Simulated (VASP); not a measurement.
A run of VASP 6.6.1:

Contents of POSCAR:

```
Zn2Ga2O3
1.0
    2.9800520000      0.0000000000      0.0000000000
   -1.4900260000      2.5808000000      0.0000000000
    0.0000000000      0.0000000000     13.7759400000
Zn Ga O
2 2 3
Direct
    0.3333330000      0.6666670000      0.4157070000
    0.6666670000      0.3333330000      0.5842930000
    0.3333330000      0.6666670000      0.1034280000
    0.6666670000      0.3333330000      0.8965720000
    0.6666670000      0.3333330000      0.1603190000
    0.3333330000      0.6666670000      0.8396810000
    0.0000000000      0.0000000000      0.0000000000
```

INCAR.step1

```
  PREC = Accurate
  ENCUT = 520
  EDIFF = 1E-7
  ISMEAR = 0
  SIGMA = 0.1
  LREAL = False
  LASPH = True
  NELM = 80
  ALGO = Normal
  ISIF = 2
  LWAVE = False
  LCHARG = True
  GGA = PE
  NBANDS = 43
  KPAR = 4
```

The input KPOINTS.step1:

```
regular mesh
0
Gamma
  12 12 4
```

Contents of INCAR.step2:

```
  PREC = Accurate
  ENCUT = 520
  EDIFF = 1E-7
  ISMEAR = -5
  SIGMA = 0.1
  LREAL = False
  LASPH = True
  NELM = 80
  ALGO = Normal
  ISIF = 2
  LWAVE = False
  LCHARG = False
  GGA = PE
  LORBIT = 11
  NBANDS = 43
  KPAR = 4
  NEDOS = 2001
  ICHARG = 11
```

Contents of KPOINTS.step2:

```
regular mesh
0
Gamma
  18 18 6
```

Potentials or basis: VASP PAW PBE potentials, release 64 (Zn, Ga_d, O).

Launch:

```sh
$ cat potpaw_PBE.64/Zn/POTCAR potpaw_PBE.64/Ga_d/POTCAR potpaw_PBE.64/O/POTCAR > POTCAR
$ cp INCAR.step1 INCAR
$ cp KPOINTS.step1 KPOINTS
$ mpirun -np 4 vasp_std > vasp.out
$ cp INCAR.step2 INCAR
$ cp KPOINTS.step2 KPOINTS
$ mpirun -np 4 vasp_std > vasp.out
```

Hardware: 4 MPI ranks on Intel(R) Xeon(R) 6975P-C (Granite Rapids), on a shared host.

Problem. Estimate the wall time of this run.

Solution. Run time: 2.2 min on 4 MPI ranks on Intel(R) Xeon(R) 6975P-C (Granite Rapids) (shared host), peak memory 0.8 GiB a rank. Counts: scf iterations 9, k points 202.
